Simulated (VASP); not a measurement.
Energy against volume of PbO2 (rutile). All values below come from PW91 GGA, VASP's PBE PAW potentials (set 64) (plane waves; VASP). Settings: 520 eV cut-off, 5×5×7 Γ-centred mesh, Gaussian smearing of 0.050 eV, potentials Pb_d O.

Shape and ions are relaxed at each volume.

```tsv
V (Å³/atom)	E (eV/atom)
14.346	-5.36117
14.790	-5.36700
15.234	-5.36369
15.677	-5.35300
```

Question: Fit these four points and predict the energy of the run at 13.902 Å³/atom.

Answer: A cubic in V^(−2/3), the third-order Birch-Murnaghan form, passes through the four points with V0 = 14.84 Å³/atom and B0 = 107 GPa, and gives -5.3441 eV/atom there. The run gave -5.3440 eV/atom, +0.1 meV/atom from the fit; all five points give B0 = 108 GPa.

The compound is PbO2 in the rutile structure. It was relaxed first, which changed the volume by +7 %.
